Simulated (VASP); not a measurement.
# Cl on Cu(100): which site?, part 3 of 7

Which site of Cu(100) does Cl prefer, and what does it do to the work function?

VASP 6.6.1, plane waves and PAW; the level of theory is named at each step.

So far. Step 3 (The bulk reference, job self-consistent run, k-mesh …): The run ends at a pressure of 0.80 GPa. Step 4 (Surface relaxation): The run ended after 4 ionic steps, 0.019 eV below its first step, once the forces on the free atoms met EDIFFG = -0.03.

## 5. Vacuum level and density of states

Level of this step: PBEsol; plane waves and PAW (Cu) (VASP).

A static run writes the electrostatic potential without exchange and correlation (LVHAR), which is flat in the vacuum and gives the level to count from. The dipole correction cancels the field that unlike faces would set up across the vacuum.

INCAR reads:

```
SYSTEM = Cu
PREC = Normal
ENCUT = 330
EDIFF = 1E-06
NELM = 120
ISMEAR = 1
SIGMA = 0.15
LREAL = Auto
ALGO = Fast
GGA = PS
NBANDS = 109
LASPH = .TRUE.
LORBIT = 11
LWAVE = .FALSE.
LCHARG = .FALSE.
KPAR = 2
NCORE = 2
IDIPOL = 3
LDIPOL = .TRUE.
DIPOL = 0.5 0.5 0.5
LVHAR = .TRUE.
LVACPOTAV = .TRUE.
NEDOS = 1500
```

POSCAR reads:

```
Cu
1.0
    5.0400546950      0.0000000000      0.0000000000
    0.0000000000      5.0400546950      0.0000000000
    0.0000000000      0.0000000000     20.3457852786
Cu
16
Selective dynamics
Direct
    0.2500000000      0.2500000000      0.3686267200  F F F
    0.7500000000      0.2500000000      0.3686267200  F F F
    0.2500000000      0.7500000000      0.3686267200  F F F
    0.7500000000      0.7500000000      0.3686267200  F F F
    0.0000000000      0.0000000000      0.4562089100  F F F
    0.5000000000      0.0000000000      0.4562089100  F F F
    0.0000000000      0.5000000000      0.4562089100  F F F
    0.5000000000      0.5000000000      0.4562089100  F F F
    0.2500000000      0.2500000000      0.5450946923  T T T
    0.7500000000      0.2500000000      0.5450946923  T T T
    0.2500000000      0.7500000000      0.5450946923  T T T
    0.7500000000      0.7500000000      0.5450946923  T T T
    0.0000000000      0.0000000000      0.6307197025  T T T
    0.5000000000      0.0000000000      0.6307197025  T T T
    0.0000000000      0.5000000000      0.6307197025  T T T
    0.5000000000      0.5000000000      0.6307197025  T T T
```

KPOINTS reads:

```
Automatic mesh
0
Gamma
5 5 1
0 0 0
```

The projector-augmented-wave data sets are Cu (PBE family, release 64).

Started as:

```sh
$ mpirun -np 4 vasp_std
```

Log:

```text
[... set-up lines as in an earlier step ...]
 entering main loop
       N       E                     dE             d eps       ncg     rms          rms(c)
DAV:   1     0.147191553515E+04    0.14719E+04   -0.57762E+04  1308   0.149E+03
DAV:   2     0.965729842371E+02   -0.13753E+04   -0.13237E+04  1308   0.378E+02
DAV:   3    -0.707324344523E+02   -0.16731E+03   -0.15271E+03  1359   0.185E+02
DAV:   4    -0.782655081009E+02   -0.75331E+01   -0.74007E+01  1432   0.535E+01
DAV:   5    -0.784582683184E+02   -0.19276E+00   -0.19238E+00  1568   0.701E+00    0.316E+01
RMM:   6    -0.697889478148E+02    0.86693E+01   -0.17052E+02  1405   0.102E+02    0.175E+01
RMM:   7    -0.632541599567E+02    0.65348E+01   -0.36317E+01  1348   0.508E+01    0.255E+00
RMM:   8    -0.633143481981E+02   -0.60188E-01   -0.26594E+00  1412   0.706E+00    0.229E+00
RMM:   9    -0.632989988705E+02    0.15349E-01   -0.65307E-01  1446   0.498E+00    0.623E-01
RMM:  10    -0.633162664481E+02   -0.17268E-01   -0.21363E-01  1635   0.195E+00    0.747E-01
RMM:  11    -0.632998731134E+02    0.16393E-01   -0.32762E-02  1451   0.111E+00    0.379E-01
RMM:  12    -0.632948565928E+02    0.50165E-02   -0.12697E-02  1527   0.619E-01    0.284E-01
RMM:  13    -0.632930929257E+02    0.17637E-02   -0.76894E-03  1443   0.463E-01    0.131E-01
RMM:  14    -0.632930753034E+02    0.17622E-04   -0.27100E-03  1500   0.274E-01    0.862E-02
RMM:  15    -0.632931805558E+02   -0.10525E-03   -0.98568E-04  1539   0.154E-01    0.501E-02
RMM:  16    -0.632936597433E+02   -0.47919E-03   -0.61248E-04  1511   0.101E-01    0.341E-02
RMM:  17    -0.632939895368E+02   -0.32979E-03   -0.27003E-04  1528   0.701E-02    0.260E-02
RMM:  18    -0.632943289636E+02   -0.33943E-03   -0.15445E-04  1470   0.627E-02    0.166E-02
RMM:  19    -0.632943704108E+02   -0.41447E-04   -0.47528E-05  1468   0.387E-02    0.608E-03
RMM:  20    -0.632944623308E+02   -0.91920E-04   -0.43575E-05  1491   0.220E-02    0.799E-03
RMM:  21    -0.632944857872E+02   -0.23456E-04   -0.10931E-05  1393   0.211E-02    0.288E-03
RMM:  22    -0.632945341086E+02   -0.48321E-04   -0.54165E-06  1138   0.103E-02    0.356E-03
RMM:  23    -0.632945468099E+02   -0.12701E-04   -0.15207E-06   906   0.773E-03    0.870E-04
RMM:  24    -0.632945513880E+02   -0.45781E-05   -0.47492E-07   867   0.319E-03    0.791E-04
RMM:  25    -0.632945525305E+02   -0.11425E-05   -0.46112E-07   837   0.481E-03    0.122E-03
RMM:  26    -0.632945526417E+02   -0.11118E-06   -0.18652E-07   791   0.347E-03
 -----------------------------------------------------------------------------
|                                                                             |
|           W    W    AA    RRRRR   N    N  II  N    N   GGGG   !!!           |
|           W    W   A  A   R    R  NN   N  II  NN   N  G    G  !!!           |
|           W    W  A    A  R    R  N N  N  II  N N  N  G       !!!           |
|           W WW W  AAAAAA  RRRRR   N  N N  II  N  N N  G  GGG   !            |
|           WW  WW  A    A  R   R   N   NN  II  N   NN  G    G                |
|           W    W  A    A  R    R  N    N  II  N    N   GGGG   !!!           |
|                                                                             |
|     Did not find any points to average over, which means that no vacuum     |
|     field-free region was found. Please increase the size of  your cell     |
|     in the dimension of the dipole correction to obtain accurate            |
|     workfunction values.                                                    |
|                                                                             |
 -----------------------------------------------------------------------------

   1 F= -.63294553E+02 E0= -.63290372E+02  d E =-.125411E-01
 -----------------------------------------------------------------------------
|                                                                             |
|           W    W    AA    RRRRR   N    N  II  N    N   GGGG   !!!           |
|           W    W   A  A   R    R  NN   N  II  NN   N  G    G  !!!           |
|           W    W  A    A  R    R  N N  N  II  N N  N  G       !!!           |
|           W WW W  AAAAAA  RRRRR   N  N N  II  N  N N  G  GGG   !            |
|           WW  WW  A    A  R   R   N   NN  II  N   NN  G    G                |
|           W    W  A    A  R    R  N    N  II  N    N   GGGG   !!!           |
|                                                                             |
|     Did not find any points to average over, which means that no vacuum     |
|     field-free region was found. Please increase the size of  your cell     |
|     in the dimension of the dipole correction to obtain accurate            |
|     workfunction values.                                                    |
|                                                                             |
 -----------------------------------------------------------------------------
```

Wall time 24 s (4 MPI ranks of Intel Xeon 6975P-C (Granite Rapids), shared host); peak memory 0.76 GiB; 90 s of CPU time.

Parts of OUTCAR (step 5):

```text
   NELECT =     176.0000    total number of electrons

 dipolmoment           0.000000      0.000000     -0.002500 electrons x Angstroem

 E-fermi :  -0.2245

 k-point     1 :       0.0000    0.0000    0.0000
  band No.  band energies     occupation
    ...
     88      -0.5571      2.00744
     89      -0.2726      1.51295
     90      -0.2726      1.51295
     91      -0.2500      1.28285
     92      -0.2500      1.28285
     93       0.8882     -0.00000
     94       2.2776     -0.00000
     95       2.2776     -0.00000
     96       3.2612      0.00000
     97       3.2612      0.00000
    ...

  Total       -6.7697867     -6.7697867     -1.4450781      0.0000000      0.0000000     -0.0000000
  in kB      -20.9865289    -20.9865289     -4.4797827      0.0000000      0.0000000     -0.0000000
  external PRESSURE =     -15.4842802 kB  Pullay stress =       0.0000000 kB

 POSITION                                       TOTAL-FORCE (eV/Angst)
 -----------------------------------------------------------------------------------
      1.26001      1.26001      7.50000        -0.000000     -0.000000      0.166711
      3.78004      1.26001      7.50000         0.000000     -0.000000      0.166711
      1.26001      3.78004      7.50000        -0.000000      0.000000      0.166711
      3.78004      3.78004      7.50000         0.000000      0.000000      0.166711
      0.00000      0.00000      9.28193        -0.000000     -0.000000     -0.180817
      2.52003      0.00000      9.28193        -0.000000     -0.000000     -0.180817
      0.00000      2.52003      9.28193         0.000000     -0.000000     -0.180817
      2.52003      2.52003      9.28193        -0.000000      0.000000     -0.180817
      1.26001      1.26001     11.09038         0.000000     -0.000000      0.002885
      3.78004      1.26001     11.09038         0.000000     -0.000000      0.002885
      1.26001      3.78004     11.09038        -0.000000     -0.000000      0.002885
      3.78004      3.78004     11.09038         0.000000     -0.000000      0.002885
      0.00000      0.00000     12.83249        -0.000000     -0.000000      0.011221
      2.52003      0.00000     12.83249        -0.000000     -0.000000      0.011221
      0.00000      2.52003     12.83249         0.000000     -0.000000      0.011221
      2.52003      2.52003     12.83249        -0.000000      0.000000      0.011221
 -----------------------------------------------------------------------------------
    total drift:                                0.000000      0.000000     -0.206767

  FREE ENERGIE OF THE ION-ELECTRON SYSTEM (eV)
  ---------------------------------------------------
  free  energy   TOTEN  =       -63.2945526417 eV

  energy  without entropy=      -63.2820115414  energy(sigma->0) =      -63.29037227

[... 7 parts as in an earlier step ...]

[... 10 further parts left out ...]
```

This step gave:

* electronic cycles: 26
* Fermi energy: -0.2245 eV
* dipole moment: 0, 0, -0.0025 e·Å
* work functions of the upper and lower face: 4.694, 4.712 eV

Zero at the Fermi level. Table of planar average of the electrostatic potential by height:

| height (Å) | planar average of the electrostatic potential (eV) |
| --- | --- |
| 0.0 | 4.70 |
| 0.5 | 4.71 |
| 1.0 | 4.71 |
| 1.5 | 4.71 |
| 2.0 | 4.71 |
| 2.5 | 4.71 |
| 3.0 | 4.71 |
| 3.5 | 4.71 |
| 4.0 | 4.71 |
| 4.5 | 4.69 |
| 5.0 | 4.65 |
| 5.5 | 4.49 |
| 6.0 | 3.92 |
| 6.5 | 1.97 |
| 7.0 | -6.72 |
| 7.5 | -12.7 |
| 8.0 | -7.09 |
| 8.5 | -2.47 |
| 9.0 | -11.0 |
| 9.5 | -11.8 |
| 10.0 | -3.36 |
| 10.5 | -5.60 |
| 11.0 | -12.8 |
| 11.5 | -9.04 |
| 12.0 | -2.37 |
| 12.5 | -10.0 |
| 13.0 | -12.0 |
| 13.5 | -3.20 |
| 14.0 | 2.86 |
| 14.5 | 4.18 |
| 15.0 | 4.55 |
| 15.5 | 4.65 |
| 16.0 | 4.68 |
| 16.5 | 4.69 |
| 17.0 | 4.69 |
| 17.5 | 4.69 |
| 18.0 | 4.69 |
| 18.5 | 4.69 |
| 19.0 | 4.69 |
| 19.5 | 4.69 |
| 20.0 | 4.70 |

Density of states in the PAW spheres, an atom over height of the layer and energy from the Fermi level.

Values in states/eV, 22 rows by 4 columns, each cell a mean:
```
0.31 0.34 0.34 0.31
0.18 0.22 0.22 0.18
0.29 0.27 0.27 0.29
0.19 0.17 0.17 0.18
0.85 0.49 0.49 0.82
4.68 3.11 3.12 4.52
4.97 3.09 3.06 4.90
4.15 3.07 2.82 4.09
3.21 2.64 2.71 3.31
2.12 3.15 3.19 2.11
1.61 2.36 2.20 1.56
1.09 2.00 2.01 1.17
0.82 2.41 2.57 0.92
0.43 1.10 1.21 0.50
0.28 0.61 0.66 0.31
0.14 0.26 0.27 0.15
0.08 0.16 0.17 0.09
0.10 0.15 0.15 0.11
0.05 0.09 0.09 0.06
0.10 0.16 0.16 0.10
0.02 0.03 0.03 0.02
0.03 0.10 0.10 0.04
```
Columns: height of the layer (Å) from 7.5 to 12.8; rows upwards: energy from the Fermi level (eV) from -7.9 to 0.5.

Force by atom:

| atom | x (eV/Å) | y (eV/Å) | z (eV/Å) | size |
| --- | --- | --- | --- | --- |
| Cu1 | 0.000 | 0.000 | 0.167 | 0.167 |
| Cu2 | 0.000 | 0.000 | 0.167 | 0.167 |
| Cu3 | 0.000 | 0.000 | 0.167 | 0.167 |
| Cu4 | 0.000 | 0.000 | 0.167 | 0.167 |
| Cu5 | 0.000 | 0.000 | -0.181 | 0.181 |
| Cu6 | 0.000 | 0.000 | -0.181 | 0.181 |
| Cu7 | 0.000 | 0.000 | -0.181 | 0.181 |
| Cu8 | 0.000 | 0.000 | -0.181 | 0.181 |
| Cu9 | 0.000 | 0.000 | 0.003 | 0.003 |
| Cu10 | 0.000 | 0.000 | 0.003 | 0.003 |
| Cu11 | 0.000 | 0.000 | 0.003 | 0.003 |
| Cu12 | 0.000 | 0.000 | 0.003 | 0.003 |
| Cu13 | 0.000 | 0.000 | 0.011 | 0.011 |
| Cu14 | 0.000 | 0.000 | 0.011 | 0.011 |
| Cu15 | 0.000 | 0.000 | 0.011 | 0.011 |
| Cu16 | 0.000 | 0.000 | 0.011 | 0.011 |

The map of layer states is cut here 0.5 eV above the Fermi level, so it leaves out the states above that.

The program warns that it found no field-free vacuum at its default tolerance, so these levels carry more doubt.

On this mesh the fine structure of the density of states is sampling noise, and high empty states may be cut by the number of bands.

## 6. Relaxing the atoms

This step: PBEsol; plane waves and PAW (Cl) (VASP 6.6.1).

System of this step: Cl2. The cell holds 2 atoms: 2 Cl. Its edges and angles: a = 11.000 Å, b = 11.500 Å, c = 14.000 Å, α = 90.0°, β = 90.0°, γ = 90.0°. Vacuum lies along a, b and c.

The reference for Cl is the Cl2 molecule, relaxed in a box at the cutoff of the large cell.

INCAR reads:

```
SYSTEM = Cl
PREC = Normal
ENCUT = 330
EDIFF = 1E-05
NELM = 120
ISMEAR = 0
SIGMA = 0.01
LREAL = .FALSE.
ALGO = Fast
GGA = PS
NBANDS = 13
LORBIT = 11
LWAVE = .FALSE.
LCHARG = .FALSE.
NCORE = 4
IBRION = 2
NSW = 20
ISIF = 2
EDIFFG = -0.03
POTIM = 0.4
MAXMIX = 40
ISYM = 0
```

POSCAR reads:

```
Cl
1.0
   11.0000000000      0.0000000000      0.0000000000
    0.0000000000     11.5000000000      0.0000000000
    0.0000000000      0.0000000000     14.0000000000
Cl
2
Direct
    0.5000000000      0.5000000000      0.4289285700
    0.5000000000      0.5000000000      0.5710714300
```

KPOINTS reads:

```
Automatic mesh
0
Gamma
1 1 1
0 0 0
```

The projector-augmented-wave data sets are Cl (PBE family, release 64).

Started as:

```sh
$ mpirun -np 4 vasp_gam
```

Log:

```text
[banner, memory and clock lines left out]
running    4 mpi-ranks, on    1 nodes
 distrk:  each k-point on    4 cores,    1 groups
 distr:  one band on    4 cores,    1 groups

 POSCAR found type information on POSCAR Cl
 POSCAR found :  1 types and       2 ions
 [... a notice as in an earlier step ...]

 LDA part: xc-table for (Slater+PW92), standard interpolation
 POSCAR, INCAR and KPOINTS ok, starting setup
 FFT: planning ... GRIDC
 FFT: planning ... GRID_SOFT
 FFT: planning ... GRID
 WAVECAR not read
 entering main loop
       N       E                     dE             d eps       ncg     rms          rms(c)
DAV:   1     0.117686088649E+03    0.11769E+03   -0.24653E+03    34   0.400E+02
DAV:   2     0.476647154205E+02   -0.70021E+02   -0.64750E+02    31   0.802E+01
DAV:   3    -0.446840662422E+00   -0.48112E+02   -0.47860E+02    44   0.747E+01
DAV:   4    -0.412144513347E+01   -0.36746E+01   -0.36738E+01    39   0.246E+01
DAV:   5    -0.413170175944E+01   -0.10257E-01   -0.10254E-01    36   0.146E+00    0.112E+01
RMM:   6    -0.390343242907E+01    0.22827E+00   -0.12711E-01    26   0.228E+00    0.680E+00
RMM:   7    -0.381881214912E+01    0.84620E-01   -0.33220E-01    26   0.376E+00    0.399E-01
RMM:   8    -0.381916408523E+01   -0.35194E-03   -0.34792E-02    26   0.149E+00    0.130E-01
RMM:   9    -0.381974040559E+01   -0.57632E-03   -0.63425E-03    28   0.544E-01    0.813E-02
RMM:  10    -0.382031525867E+01   -0.57485E-03   -0.72307E-04    28   0.179E-01    0.408E-02
RMM:  11    -0.382099958938E+01   -0.68433E-03   -0.14174E-04    26   0.808E-02    0.185E-02
RMM:  12    -0.382151003254E+01   -0.51044E-03   -0.63482E-05    25   0.478E-02    0.138E-02
RMM:  13    -0.382204574499E+01   -0.53571E-03   -0.79678E-05    24   0.403E-02    0.133E-02
RMM:  14    -0.382228117803E+01   -0.23543E-03   -0.19694E-05    21   0.223E-02    0.102E-02
RMM:  15    -0.382245554473E+01   -0.17437E-03   -0.40862E-05    24   0.268E-02    0.714E-03
RMM:  16    -0.382252164144E+01   -0.66097E-04   -0.81338E-06    19   0.152E-02    0.297E-03
RMM:  17    -0.382255544312E+01   -0.33802E-04   -0.28881E-06    18   0.910E-03    0.309E-03
RMM:  18    -0.382256288646E+01   -0.74433E-05   -0.61490E-07    16   0.507E-03
   1 F= -.38225629E+01 E0= -.38225629E+01  d E =-.382256E+01
 curvature:   0.00 expect dE= 0.000E+00 dE for cont linesearch  0.000E+00
 trial: gam= 0.00000 g(F)=  0.299E-02 g(S)=  0.000E+00 ort = 0.000E+00 (trialstep = 0.100E+01)
 search vector abs. value=  0.299E-02
 bond charge predicted
       N       E                     dE             d eps       ncg     rms          rms(c)
DAV:   1    -0.382259693701E+01   -0.41494E-04   -0.25635E-01    36   0.253E+00    0.789E-01
RMM:   2    -0.382312930368E+01   -0.53237E-03   -0.77671E-03    26   0.622E-01    0.258E-01
RMM:   3    -0.382312093590E+01    0.83678E-05   -0.20093E-03    26   0.268E-01    0.853E-02
RMM:   4    -0.382308459105E+01    0.36345E-04   -0.36666E-04    26   0.141E-01    0.334E-02
RMM:   5    -0.382321472479E+01   -0.13013E-03   -0.11141E-04    26   0.671E-02    0.380E-02
RMM:   6    -0.382323192157E+01   -0.17197E-04   -0.26127E-05    21   0.342E-02    0.223E-02
RMM:   7    -0.382324856749E+01   -0.16646E-04   -0.76045E-06    19   0.180E-02    0.800E-03
RMM:   8    -0.382328475389E+01   -0.36186E-04   -0.20276E-06    19   0.921E-03    0.611E-03
RMM:   9    -0.382331124178E+01   -0.26488E-04   -0.26247E-06    19   0.849E-03    0.268E-03
RMM:  10    -0.382331829617E+01   -0.70544E-05   -0.54722E-07    16   0.487E-03
   2 F= -.38233183E+01 E0= -.38233183E+01  d E =-.755410E-03
 trial-energy change:   -0.000755  1 .order   -0.000723   -0.002987    0.001540
 step:   0.6598(harm=  0.6598)  dis= 0.00501  next Energy=    -3.823548 (dE=-0.985E-03)
 bond charge predicted
       N       E                     dE             d eps       ncg     rms          rms(c)
DAV:   1    -0.382349791089E+01   -0.18667E-03   -0.29753E-02    26   0.863E-01    0.267E-01
RMM:   2    -0.382356208968E+01   -0.64179E-04   -0.71397E-04    26   0.200E-01    0.484E-02
RMM:   3    -0.382357574175E+01   -0.13652E-04   -0.11348E-04    24   0.758E-02    0.211E-02
RMM:   4    -0.382357960182E+01   -0.38601E-05   -0.19867E-05    20   0.308E-02
   3 F= -.38235796E+01 E0= -.38235796E+01  d E =-.101672E-02
 curvature:  -0.33 expect dE=-0.142E-05 dE for cont linesearch -0.142E-05
 trial: gam=-0.03655 g(F)=  0.431E-05 g(S)=  0.000E+00 ort = 0.113E-03 (trialstep = 0.932E+00)
 search vector abs. value=  0.646E-08
 reached required accuracy - stopping structural energy minimisation
```

The job ended after 4.8 s (4 MPI ranks; peak memory 0.81 GiB).

Parts of OUTCAR (step 6):

```text
   k-points           NKPTS =      1   k-points in BZ     NKDIM =      1   number of bands    NBANDS=     13

   ENCUT  =  330.0 eV  24.25 Ry    4.92 a.u.  16.29 17.03 20.74*2*pi/ulx,y,z

   NELECT =      14.0000    total number of electrons

 E-fermi :  -6.9539

 k-point     1 :       0.0000    0.0000    0.0000
  band No.  band energies     occupation
    ...
      3     -11.7971      2.00000
      4      -9.7802      2.00000
      5      -9.7802      2.00000
      6      -7.0181      2.00000
      7      -7.0181      2.00000
      8      -3.9371      0.00000
      9      -0.2689      0.00000
     10       0.5888      0.00000
     11       0.6146      0.00000
     12       0.9404      0.00000
    ...

  Total       -0.0524734     -0.0550303     -0.0478664      0.0001263      0.0001129      0.0000488
  in kB       -0.0474714     -0.0497845     -0.0433035      0.0001143      0.0001021      0.0000442
  external PRESSURE =      -0.0468531 kB  Pullay stress =       0.0000000 kB

 POSITION                                       TOTAL-FORCE (eV/Angst)
 -----------------------------------------------------------------------------------
      5.50000      5.75000      6.01001         0.000025      0.000028      0.007475
      5.50000      5.75000      7.98999        -0.000025     -0.000028     -0.007475
 -----------------------------------------------------------------------------------
    total drift:                                0.000047     -0.000051      0.000028

  FREE ENERGIE OF THE ION-ELECTRON SYSTEM (eV)
  ---------------------------------------------------
  free  energy   TOTEN  =        -3.8235796018 eV

  energy  without entropy=       -3.8235796018  energy(sigma->0) =       -3.82357960

[... 1 part as in an earlier step ...]

[... 7 further parts left out ...]
```

Relaxation path:

| step | energy less that of the first step (eV) | largest force (eV/Å) |
| --- | --- | --- |
| 1 | 0.0000 | 0.1967 |
| 2 | -0.0008 | 0.1014 |
| 3 | -0.0010 | 0.0075 |

The relaxed structure:

```
Cl
1.0
    11.00000    0.00000    0.00000
     0.00000   11.50000    0.00000
     0.00000    0.00000   14.00000
Cl
2
Cartesian
  5.5000 5.7500 6.0100
  5.5000 5.7500 7.9900
```

This step gave:

```
electronic cycles                                     : 32
electrons                                             : 14
free energy (TOTEN)                                   : -3.824 eV
gap between the highest filled and lowest empty level : 3.081 eV
```

The run ended after 3 ionic steps, 0.001 eV below its first step, once the forces on the free atoms met EDIFFG = -0.03.

Energy at zero smearing: -3.82358 eV.

(Part 3 of 7 ends here.)

[Lines on the potential files, build, host, timing and source positions are cut from VASP's logs without a mark.]

[Logs are printed without paths, hosts, clocks, repeated set-up lines and the standing remarks that a program may print on its own settings, such as how far it seeks lower states.]

[Hosts, paths, dates, database ids (printed as entryN), source tags and the programs' standing remarks are cut or masked in the printed files.]

[Runs that stopped without an error message from VASP are left out.]
